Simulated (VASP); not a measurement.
Input of a VASP 6.6.1 run:

The input INCAR:

```
PREC     = Accurate       # precision mode
ENCUT    = 520            # plane-wave cutoff, eV
EDIFF    = 1E-6           # SCF threshold, eV
ISMEAR   = 0              # smearing method
SIGMA    = 0.1            # smearing width, eV
LREAL    = F              # projectors in reciprocal space
LASPH    = T              # aspherical terms in the spheres
NELM     = 60             # most SCF steps
ALGO     = Fast           # electronic algorithm
ISIF     = 2              # what is computed and relaxed
LWAVE    = F              # write WAVECAR
LCHARG   = T              # write CHGCAR
GGA      = PE             # functional
LELF     = T              # ELF
LVHAR    = T            
NBANDS   = 14             # bands
```

KPOINTS

```
Automatic mesh
0
Gamma
  6 6 4
```

POSCAR

```
Be2B3
1.0
    3.3087771370      0.0000000000      0.0000000000
   -1.6543885685      2.8654850561      0.0000000000
    0.0000000000      0.0000000000      3.7352566752
Be B
2 3
Direct
    0.6666666667      0.3333333333      0.5000000000
    0.3333333333      0.6666666667      0.0000000000
    0.0000000000      0.0000000000      0.7358501943
    0.0000000000      0.0000000000      0.2641498057
    0.6666666667      0.3333333333      0.0000000000
```

Potentials or basis: VASP PAW PBE potentials, release 64 (Be, B).

Run with:

```bash
$ cat potpaw_PBE.64/Be/POTCAR potpaw_PBE.64/B/POTCAR > POTCAR
$ mpirun -np 1 vasp_std > vasp.out
```

Task: Predict the pressure.

Result: 0.0 GPa.

Task: What does it give for the band gap on the k mesh?

Result: None (metal or under the smearing width).

Forces in eV/Å, atoms in the order of the input:
```
Be   0.000  0.000  0.000
Be   0.000  0.000  0.000
B    0.000  0.000 -0.007
B    0.000  0.000  0.007
B    0.000  0.000  0.000
```

Caveat: the k mesh is coarse (spacing up to 0.42 Å⁻¹), so the values aren't converged.
